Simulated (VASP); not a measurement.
```
SrO
1.0
    0.00000     2.58000     2.58000
    2.58000     0.00000     2.58000
    2.58000     2.58000     0.00000
Sr O
1 1
Cartesian
  0.00000   0.00000   0.00000
  2.58000   2.58000   2.58000
```

Method: PBE GGA with D3 dispersion (Becke-Johnson damping), VASP's PBE PAW potentials (set 64) (plane waves; VASP). Numerical set-up: 520 eV cut-off, Gaussian smearing of 0.050 eV, potentials Sr_sv O.

Q: Predict the band gap (along the path) with the smallest direct gap where there is one.

A: 
```
Quantity                               Result
------------------------------------  -------
band gap (along the path)             3.27 eV
smallest direct gap (along the path)  3.37 eV
```

The absolute energy has meaning only against runs of the same code, potentials and settings.

The compound is SrO in the rock salt structure. The cell was not relaxed at this level.
